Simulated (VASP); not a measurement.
# Iridium under strain

Aim: follow the pressure of Iridium through compression, expansion and shear. All runs use PBE. Left out of this account: 1 further run (fields: a reference on another mesh). The start is a cell from a database of measured crystal structures.

Method: PBE; plane waves and PAW (Ir), in VASP 6.6.1.

## (1) The starting structure

Symmetry: Fm-3m, No. 225, cubic system. The conventional cell has a = 3.839 Å, b = 3.839 Å, c = 3.839 Å, α = 90.00°, β = 90.00°, γ = 90.00°. Nearest to Ir lie 12 Ir at 2.71 Å.

As a file:

```xyz
1
Lattice="0.0000 1.9197 1.9197 1.9197 0.0000 1.9197 1.9197 1.9197 0.0000" Properties=species:S:1:pos:R:3 pbc="T T T"
Ir    0.0000    0.0000    0.0000
```

## (2) Bands, cell as listed

The mesh alone shows little of the dispersion and can miss band extrema, so KPOINTS_OPT adds a path through the symmetry points after the self-consistent cycle. PBE, the usual starting point, adds the gradient of the density.

INCAR reads:

```
SYSTEM = Ir
PREC = Accurate
ENCUT = 400
EDIFF = 1E-06
NELM = 100
ISMEAR = -1
SIGMA = 0.05
LREAL = .FALSE.
ALGO = Normal
GGA = PE
NBANDS = 15
LASPH = .TRUE.
LORBIT = 11
LWAVE = .FALSE.
LCHARG = .FALSE.
KPAR = 2
```

POSCAR reads:

```
Ir
1.0
    0.0000000000      1.9197000000      1.9197000000
    1.9197000000      0.0000000000      1.9197000000
    1.9197000000      1.9197000000      0.0000000000
Ir
1
Direct
    0.0000000000      0.0000000000      0.0000000000
```

KPOINTS reads:

```
Automatic mesh
0
Gamma
17 17 17
0 0 0
```

KPOINTS_OPT reads:

```
Line mode
16
Line-mode
Reciprocal
  0.00000000   0.00000000   0.00000000 GAMMA
  0.50000000   0.00000000   0.50000000 X

  0.50000000   0.00000000   0.50000000 X
  0.50000000   0.25000000   0.75000000 W

  0.50000000   0.25000000   0.75000000 W
  0.37500000   0.37500000   0.75000000 K

  0.37500000   0.37500000   0.75000000 K
  0.00000000   0.00000000   0.00000000 GAMMA

  0.00000000   0.00000000   0.00000000 GAMMA
  0.50000000   0.50000000   0.50000000 L

  0.50000000   0.50000000   0.50000000 L
  0.62500000   0.25000000   0.62500000 U

  0.62500000   0.25000000   0.62500000 U
  0.50000000   0.25000000   0.75000000 W

  0.50000000   0.25000000   0.75000000 W
  0.50000000   0.50000000   0.50000000 L

  0.50000000   0.50000000   0.50000000 L
  0.37500000   0.37500000   0.75000000 K

  0.62500000   0.25000000   0.62500000 U
  0.50000000   0.00000000   0.50000000 X
```

The projector-augmented-wave data sets are Ir (PBE family, release 64).

Run with:

```console
mpirun -np 2 vasp_std
```

The program printed:

```text
[banner, memory and clock lines left out]
running    2 mpi-ranks, on    1 nodes
 distrk:  each k-point on    1 cores,    2 groups
 distr:  one band on    1 cores,    1 groups

 POSCAR found type information on POSCAR Ir
 POSCAR found :  1 types and       1 ions
 LDA part: xc-table for (Slater+PW92), standard interpolation
 POSCAR, INCAR and KPOINTS ok, starting setup
 FFT: planning ... GRIDC
 FFT: planning ... GRID_SOFT
 FFT: planning ... GRID
 WAVECAR not read
 entering main loop
       N       E                     dE             d eps       ncg     rms          rms(c)
DAV:   1     0.424657672190E+02    0.42466E+02   -0.33613E+03  5045   0.434E+02
DAV:   2    -0.844053914638E+01   -0.50906E+02   -0.47578E+02  5986   0.142E+02
DAV:   3    -0.939569724602E+01   -0.95516E+00   -0.94959E+00  6714   0.207E+01
DAV:   4    -0.940136186196E+01   -0.56646E-02   -0.56632E-02  5759   0.159E+00
DAV:   5    -0.940143049361E+01   -0.68632E-04   -0.68615E-04  6763   0.158E-01    0.152E+01
DAV:   6    -0.893724845561E+01    0.46418E+00   -0.61875E-01  7064   0.723E+00    0.626E+00
DAV:   7    -0.884967833978E+01    0.87570E-01   -0.23444E-01  7549   0.394E+00    0.147E+00
DAV:   8    -0.884764304216E+01    0.20353E-02   -0.32732E-03  5714   0.391E-01    0.117E+00
DAV:   9    -0.884352047916E+01    0.41226E-02   -0.24501E-03  7071   0.523E-01    0.705E-02
DAV:  10    -0.884351142684E+01    0.90523E-05   -0.34612E-05  6161   0.348E-02    0.261E-02
DAV:  11    -0.884351380704E+01   -0.23802E-05   -0.38194E-06  6967   0.146E-02    0.202E-03
DAV:  12    -0.884351351919E+01    0.28784E-06   -0.61066E-08  4596   0.189E-03
   1 F= -.88435135E+01 E0= -.88399525E+01  d E =-.712208E-02
 Start KPOINTS_OPT (optional k-point list driver)
k-point batch [1-160\160]
       N       E                     dE             ncg
DAV:   1     0.163876964270E+05   -0.37141E+05     4864
DAV:   2     0.870636344663E+04   -0.76813E+04     5843
DAV:   3     0.856584292075E+04   -0.14052E+03     6655
DAV:   4     0.856506716391E+04   -0.77576E+00     5496
DAV:   5     0.856505789709E+04   -0.92668E-02     6654
DAV:   6     0.856505772759E+04   -0.16950E-03     5670
DAV:   7     0.856505772460E+04   -0.29893E-05     6078
DAV:   8     0.856505772449E+04   -0.10836E-06     4559
```

It took 15 s on 2 MPI ranks of Intel Xeon Platinum 8375C at 2.90GHz (Ice Lake), shared host; peak memory 0.28 GiB.

Lines that name or quote the potential files are left out of all logs, and their timing lines are given in words.

From OUTCAR (step 2):

```text
ion  position               nearest neighbor table
   1  0.000  0.000  0.000-

  LATTYP: Found a face centered cubic cell.
 ALAT       =     3.8394000000

 Subroutine GETGRP returns: Found 48 space group operations
 (whereof 48 operations were pure point group operations)

The static configuration has the point symmetry O_h .

 Found    165 irreducible k-points:

   k-points           NKPTS =    165   k-points in BZ     NKDIM =    165   number of bands    NBANDS=     15

   dimension x,y,z NGX =    18 NGY =   18 NGZ =   18
   dimension x,y,z NGXF=    36 NGYF=   36 NGZF=   36

   ENCUT  =  400.0 eV  29.40 Ry    5.42 a.u.   4.43  4.43  4.43*2*pi/ulx,y,z

   NELECT =       9.0000    total number of electrons

 k-points in reciprocal lattice and weights: Automatic mesh
   0.00000000  0.00000000  0.00000000       0.000
   0.05882353  0.00000000  0.00000000       0.002
   0.11764706  0.00000000  0.00000000       0.002
   0.17647059  0.00000000  0.00000000       0.002
   0.23529412  0.00000000  0.00000000       0.002
   0.29411765  0.00000000  0.00000000       0.002
   0.35294118  0.00000000  0.00000000       0.002
   0.41176471  0.00000000  0.00000000       0.002
   0.47058824  0.00000000  0.00000000       0.002
[...]
-0.29411765  0.47058824  0.17647059       0.005
  -0.29411765  0.47058824  0.23529412       0.005

 average (electrostatic) potential at core
       1 -48.7184

 E-fermi :  10.3054

 k-point     1 :       0.0000    0.0000    0.0000
  band No.  band energies     occupation
    ...
      2       6.5174      2.00000
      3       6.5174      2.00000
      4       6.5174      2.00000
      5       9.2044      2.00000
      6       9.2044      2.00000
      7      24.7310      0.00000
      8      30.3149      0.00000
      9      30.3149      0.00000
     10      30.3149      0.00000
     11      35.1880      0.00000
    ...

 k-point     2 :       0.0588    0.0000    0.0000
  band No.  band energies     occupation
    ...
      2       6.4349      2.00000
      3       6.5845      2.00000
      4       6.5845      2.00000
      5       9.1610      2.00000
      6       9.1610      2.00000
      7      24.9978      0.00000
      8      29.4930      0.00000
      9      30.5685      0.00000
     10      30.5685      0.00000
     11      36.1408      0.00000
    ...

 k-point     3 :       0.1176    0.0000    0.0000
  band No.  band energies     occupation
    ...
      2       6.2274      2.00000
      3       6.7567      2.00000
      4       6.7567      2.00000
      5       9.0710      2.00000
      6       9.0710      2.00000
      7      25.7209      0.00000
      8      27.9302      0.00000
      9      31.3029      0.00000
     10      31.3029      0.00000
     11      37.4802      0.00000
    ...

  Total        0.8539863      0.8539863      0.8539863      0.0000000      0.0000000      0.0000000
  in kB       96.7010960     96.7010960     96.7010960      0.0000000      0.0000000      0.0000000
  external PRESSURE =      96.7010960 kB  Pullay stress =       0.0000000 kB

  energy-cutoff  :      400.00
  volume of cell :       14.15
      direct lattice vectors                 reciprocal lattice vectors
     0.000000000  1.919700000  1.919700000    -0.260457363  0.260457363  0.260457363
     1.919700000  0.000000000  1.919700000     0.260457363 -0.260457363  0.260457363
     1.919700000  1.919700000  0.000000000     0.260457363  0.260457363 -0.260457363

 POSITION                                       TOTAL-FORCE (eV/Angst)
 -----------------------------------------------------------------------------------
      0.00000      0.00000      0.00000         0.000000      0.000000      0.000000
 -----------------------------------------------------------------------------------
    total drift:                               -0.000000      0.000000     -0.000000

  FREE ENERGIE OF THE ION-ELECTRON SYSTEM (eV)
  ---------------------------------------------------
  free  energy   TOTEN  =        -8.8435135192 eV

  energy  without entropy=       -8.8363914360  energy(sigma->0) =       -8.83995248

 total charge
# of ion       s       p       d       tot
------------------------------------------
    1        0.675   0.743   6.978   8.395

[... 3 further parts left out ...]
```

This run has no spin polarisation. Its electron count is odd, so without a moment it is a metal by construction. Spin-orbit coupling is off here; with elements this heavy it splits and shifts levels by tenths of an eV or more. At this level the cell is under a pressure of 9.7 GPa, so at these settings it is away from equilibrium.

Numbers from this step:

| Property | Result |
| --- | --- |
| SCF cycles | 12 |
| electrons | 9 |
| bands | 15 |
| irreducible k-points | 165 |
| symmetry operations | 48 |
| free energy (TOTEN) | -8.844 eV |
| energy at zero smearing | -8.840 eV |
| Fermi energy | 10.31 eV |
| pressure | 9.670 GPa |
| metallic | yes |

The electronic bands at the labelled points (eV, zero at the Fermi level; # counts the bands kept):

```tsv
point	#1	#2	#3	#4	#5	#6	#7
Γ	-11.02	-3.79	-3.79	-3.79	-1.10	-1.10	14.43
0.47 of the way	-8.31	-5.58	-2.89	-2.03	-2.03	-0.25	18.00
X	-7.81	-7.24	0.96	1.57	1.57	1.80	10.61
0.53 of the way	-7.06	-6.52	-2.14	-0.35	1.58	5.89	8.86
W	-6.16	-4.78	-4.78	-1.70	1.58	8.31	9.17
0.47 of the way	-6.43	-5.68	-3.60	-1.28	1.24	7.27	8.14
K	-6.85	-5.89	-2.79	-0.79	0.71	6.45	7.79
0.47 of the way	-7.34	-4.99	-3.82	-2.37	-2.08	1.34	13.61
Γ	-11.02	-3.79	-3.79	-3.79	-1.10	-1.10	14.43
0.53 of the way	-8.63	-4.21	-3.38	-3.38	-0.78	-0.78	13.41
L	-8.00	-3.89	-3.89	-0.66	0.99	0.99	7.36
0.47 of the way	-7.01	-4.75	-2.97	-2.97	0.78	4.21	6.93
U	-6.85	-5.89	-2.79	-0.79	0.71	6.45	7.79
0.47 of the way	-6.51	-5.74	-3.44	-1.19	1.15	7.10	8.06
W	-6.16	-4.78	-4.78	-1.70	1.58	8.31	9.17
0.47 of the way	-6.36	-5.26	-3.67	-2.33	0.66	5.61	6.74
L	-8.00	-3.89	-3.89	-0.66	0.99	0.99	7.36
0.47 of the way	-7.01	-4.75	-2.97	-2.97	0.78	4.21	6.93
K	-6.85	-5.89	-2.79	-0.79	0.71	6.45	7.79
jump to U	-6.85	-5.89	-2.79	-0.79	0.71	6.45	7.79
0.53 of the way	-7.53	-6.95	-0.66	0.45	1.37	4.39	9.07
X	-7.81	-7.24	0.96	1.57	1.57	1.80	10.61
```

The electronic bands as a text plot (rows in eV, shown from -8.0 to 6.7 only):

```
    6.4 |               *                      *             **
    5.8 |                *                   **             *
    5.2 |                 *                          *
    4.6 |          *                                       *   *
    4.0 |                  *                *
    3.3 |         *                                   *   *
    2.7 |                   *              *                    *
    2.1 |                                              * *
    1.5 |        *******     *                   **            **
    0.9 |       ***     *                ***** **  ************ *
    0.3 |     **  **     **             *     *                *
   -0.3 |   **                **       *                      *
   -0.9 |***  **   **   ** *    *******  **   ***       *    * *
   -1.6 | *  *       ***  * *   *                ****  * *  *
   -2.2 |  **              *****        *  * *            *   *
   -2.8 |   ***     *   *     **            *  *     **    * *
   -3.4 | **           * *    ***  *****   * ** *    ***  ***
   -4.0 |**          *    *  *  ***** * ****     *  *  ***
   -4.6 |  *          *    ** **     *      *     **  *   **
   -5.2 |   *        **  **  *               *   * * *      *
   -5.9 |    *      *  **  *                  ***  **        *
   -6.5 |     *     **** ** *                ** ***  *      ***
   -7.1 |      *****    *    *              *  *      *    *  ***
   -7.7 |    ******                      ***           ****    **
         Γ       X    W  K        Γ      L     U  W     L   K|U X
```

There is no gap at this level.

## (3) Bands, volume times 1.04

The cell is expanded evenly, with fractional positions held.

INCAR is that of step 2.

POSCAR reads:

```
Ir
1.0
    0.0000000000      1.9449621075      1.9449621075
    1.9449621075      0.0000000000      1.9449621075
    1.9449621075      1.9449621075      0.0000000000
Ir
1
Direct
    0.0000000000      0.0000000000      0.0000000000
```

KPOINTS is that of step 2.

KPOINTS_OPT is that of step 2.

Run with:

```console
mpirun -np 2 vasp_std
```

The program printed:

```text
[... set-up lines as in an earlier step ...]
 entering main loop
       N       E                     dE             d eps       ncg     rms          rms(c)
DAV:   1     0.424216046098E+02    0.42422E+02   -0.33415E+03  5021   0.430E+02
DAV:   2    -0.847492953417E+01   -0.50897E+02   -0.47392E+02  6028   0.141E+02
DAV:   3    -0.942208494121E+01   -0.94716E+00   -0.94501E+00  6581   0.206E+01
DAV:   4    -0.942783770545E+01   -0.57528E-02   -0.57514E-02  6003   0.161E+00
DAV:   5    -0.942790986364E+01   -0.72158E-04   -0.72139E-04  6491   0.162E-01    0.136E+01
DAV:   6    -0.893881408572E+01    0.48910E+00   -0.70109E-01  7127   0.761E+00    0.544E+00
DAV:   7    -0.885742088796E+01    0.81393E-01   -0.22815E-01  7607   0.384E+00    0.150E+00
DAV:   8    -0.885538631106E+01    0.20346E-02   -0.26785E-03  5720   0.379E-01    0.119E+00
DAV:   9    -0.885153361257E+01    0.38527E-02   -0.20264E-03  7183   0.471E-01    0.493E-02
DAV:  10    -0.885153286560E+01    0.74697E-06   -0.25597E-05  5925   0.321E-02    0.272E-02
DAV:  11    -0.885153473995E+01   -0.18743E-05   -0.21985E-06  7082   0.117E-02    0.188E-03
DAV:  12    -0.885153467778E+01    0.62173E-07   -0.26234E-08  4428   0.103E-03
   1 F= -.88515347E+01 E0= -.88477423E+01  d E =-.758474E-02
 Start KPOINTS_OPT (optional k-point list driver)
k-point batch [1-160\160]
       N       E                     dE             ncg
DAV:   1     0.159748778171E+05   -0.37648E+05     4871
DAV:   2     0.829578863897E+04   -0.76791E+04     5682
DAV:   3     0.815711753488E+04   -0.13867E+03     6725
DAV:   4     0.815633254015E+04   -0.78499E+00     5550
DAV:   5     0.815632357931E+04   -0.89608E-02     6658
DAV:   6     0.815632341597E+04   -0.16334E-03     5654
DAV:   7     0.815632341332E+04   -0.26575E-05     6157
DAV:   8     0.815632341324E+04   -0.81111E-07     4412
```

Elapsed: 17 s, on 2 MPI ranks; peak memory 0.28 GiB.

OUTCAR, selected parts (step 3):

```text
  LATTYP: Found a face centered cubic cell.
 ALAT       =     3.8899242150

The static configuration has the point symmetry O_h .

 Found    165 irreducible k-points:

   ENCUT  =  400.0 eV  29.40 Ry    5.42 a.u.   4.49  4.49  4.49*2*pi/ulx,y,z

   NELECT =       9.0000    total number of electrons

 E-fermi :   9.6432

 k-point     1 :       0.0000    0.0000    0.0000
  band No.  band energies     occupation
    ...
      2       6.0752      2.00000
      3       6.0752      2.00000
      4       6.0752      2.00000
      5       8.5984      2.00000
      6       8.5984      2.00000
      7      24.1339      0.00000
      8      29.4851      0.00000
      9      29.4851      0.00000
     10      29.4851      0.00000
     11      34.2658      0.00000
    ...

 k-point     2 :       0.0588    0.0000    0.0000
  band No.  band energies     occupation
    ...
      2       5.9983      2.00000
      3       6.1386      2.00000
      4       6.1386      2.00000
      5       8.5586      2.00000
      6       8.5586      2.00000
      7      24.3843      0.00000
      8      28.6765      0.00000
      9      29.7235      0.00000
     10      29.7235      0.00000
     11      35.1814      0.00000
    ...

  Total       -0.4133950     -0.4133950     -0.4133950     -0.0000000     -0.0000000     -0.0000000
  in kB      -45.0103491    -45.0103491    -45.0103491     -0.0000000     -0.0000000     -0.0000000
  external PRESSURE =     -45.0103491 kB  Pullay stress =       0.0000000 kB

  energy-cutoff  :      400.00
  volume of cell :       14.72
      direct lattice vectors                 reciprocal lattice vectors
     0.000000000  1.944962108  1.944962108    -0.257074417  0.257074417  0.257074417
     1.944962108  0.000000000  1.944962108     0.257074417 -0.257074417  0.257074417
     1.944962108  1.944962108  0.000000000     0.257074417  0.257074417 -0.257074417

 POSITION                                       TOTAL-FORCE (eV/Angst)
 -----------------------------------------------------------------------------------
      0.00000      0.00000      0.00000        -0.000000     -0.000000     -0.000000
 -----------------------------------------------------------------------------------
    total drift:                               -0.000000     -0.000000     -0.000000

  FREE ENERGIE OF THE ION-ELECTRON SYSTEM (eV)
  ---------------------------------------------------
  free  energy   TOTEN  =        -8.8515346778 eV

  energy  without entropy=       -8.8439499413  energy(sigma->0) =       -8.84774231

 total charge
# of ion       s       p       d       tot
------------------------------------------
    1        0.652   0.689   6.923   8.265

[... 5 parts as in an earlier step ...]

[... 5 further parts left out ...]
```

This step gave:

* free energy (TOTEN): -8.852 eV
* energy at zero smearing: -8.848 eV
* Fermi energy: 9.643 eV
* pressure: -4.501 GPa

Electronic bands along the path, in eV, zero at the Fermi level; # counts the bands kept:

```tsv
point	#1	#2	#3	#4	#5	#6	#7
Γ	-10.61	-3.57	-3.57	-3.57	-1.04	-1.04	14.49
0.53 of the way	-7.49	-5.58	-2.76	-1.43	-1.43	-0.05	17.26
X	-7.38	-6.83	0.88	1.46	1.46	1.80	10.07
0.47 of the way	-6.81	-6.31	-1.60	-0.07	1.46	5.17	8.67
W	-5.80	-4.51	-4.51	-1.59	1.46	7.95	8.88
0.53 of the way	-6.13	-5.42	-3.25	-1.11	1.06	6.85	7.77
K	-6.46	-5.56	-2.64	-0.74	0.66	6.25	7.49
0.47 of the way	-7.04	-4.70	-3.59	-2.23	-1.96	1.25	13.29
Γ	-10.61	-3.57	-3.57	-3.57	-1.04	-1.04	14.49
0.47 of the way	-8.66	-4.10	-3.13	-3.13	-0.97	-0.97	14.19
L	-7.60	-3.66	-3.66	-0.56	0.92	0.92	6.96
0.53 of the way	-6.45	-4.62	-3.07	-2.54	0.67	4.56	6.55
U	-6.46	-5.56	-2.64	-0.74	0.66	6.25	7.49
0.47 of the way	-6.13	-5.42	-3.25	-1.11	1.06	6.85	7.77
W	-5.80	-4.51	-4.51	-1.59	1.46	7.95	8.88
0.47 of the way	-6.03	-4.94	-3.47	-2.18	0.61	5.41	6.42
L	-7.60	-3.66	-3.66	-0.56	0.92	0.92	6.96
0.53 of the way	-6.45	-4.62	-3.07	-2.54	0.67	4.56	6.55
K	-6.46	-5.56	-2.64	-0.74	0.66	6.25	7.49
jump to U	-6.46	-5.56	-2.64	-0.74	0.66	6.25	7.49
0.53 of the way	-7.11	-6.55	-0.62	0.41	1.27	4.23	8.75
X	-7.38	-6.83	0.88	1.46	1.46	1.80	10.07
```

The electronic bands as a text plot (rows in eV, shown from -8.0 to 6.4 only):

```
    6.1 |               *                     **             **
    5.5 |                *                   *              *
    4.9 |          *      *                          *
    4.3 |                                   *              *   *
    3.7 |                  *                          *
    3.1 |         *                                       *
    2.5 |                   *              *                    *
    1.9 |        *                                     * *
    1.3 |       ********     *            *      ***           **
    0.7 |      ****     *               *********   *************
    0.1 |    ***  **     **   *        *
   -0.5 |  **                  *      *  **    *        *     **
   -1.1 |**   **   **  *** **   ******        * *            *
   -1.7 | ** *       **   *  ***        *  * *   ****  * *  * *
   -2.3 |   * *            ***                       **   **
   -2.9 |  * *      *   *     **     **     * ***    **    * *
   -3.5 |**            * **  *  *****  ***** *         **** *
   -4.1 | **         **     *  **   ***    *     * ** ** **
   -4.7 |   *         *   *****             **    ** *     **
   -5.3 |    *       * ***                    ****  *        *
   -5.9 |     *     **** ****                *   ***        * *
   -6.5 |      ** ***   *                   * ***    *     * ***
   -7.1 |     ******         *             *          **  *    **
   -7.7 |    *                         ****             **
         Γ       X    W  K        Γ      L     U  W     L   K|U X
```

 The pressure is -4.50 GPa.

Of the bands kept, 4 cross the Fermi level on this path.

(Part 1 of 3 ends here.)

[Lines on the potential files, build, host, timing and source positions are cut from VASP's logs without a mark.]

[Logs are printed without paths, hosts, clocks, repeated set-up lines and the standing remarks that a program may print on its own settings, such as how far it seeks lower states.]

[Hosts, paths, dates, database ids (printed as entryN), source tags and the programs' standing remarks are cut or masked in the printed files.]

[A measured line is paired with the nearest computed mode of its activity, which favours agreement.]
